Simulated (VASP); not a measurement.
HfC has the cubic space group Fm-3m (No. 225), the rock salt structure, Pearson symbol cF8. Conventional cell: a = 4.6059 Å, b = 4.6059 Å, c = 4.6059 Å, α = 90.00°, β = 90.00°, γ = 90.00°. Hf on 4a has 6 C at 2.303 Å (octahedral). C on 4b is coordinated by 6 Hf at 2.303 Å (octahedral). (Neighbours: up to the widest gap in distance over summed covalent radii, below 1.35, at either atom; cation-cation and far metal-metal contacts left out.)
(The calculation used a cell of 2 atoms; values per cell refer to that cell.)

Computed with PBEsol GGA, VASP's PBE PAW potentials (set 64) (plane waves; VASP 6.6.1). Numerical set-up: 600 eV cut-off, 12×12×12 Γ-centred mesh, first-order Methfessel-Paxton smearing of 0.10 eV, potentials Hf_pv C.

Each relaxation starts from this cell; other phases were not tried.

Q: The cell is relaxed at 2 GPa. What happens?

A: The volume per atom goes from 12.21 to 12.11 Å³ (-0.8 %), and the cell becomes a = 4.5932 Å, b = 4.5932 Å, c = 4.5932 Å, α = 90.00°, β = 90.00°, γ = 90.00°, space group Fm-3m.

Q: The cell is relaxed at 15 GPa. What happens?

A: The volume per atom goes from 12.21 to 11.58 Å³ (-5.2 %), and the cell becomes a = 4.525 Å, b = 4.525 Å, c = 4.525 Å, α = 90.00°, β = 90.00°, γ = 90.00°, space group Fm-3m.

Failed runs are left out, and for metals the shear rows, which the mesh's noise covers.

The compound is HfC in the rock salt structure.
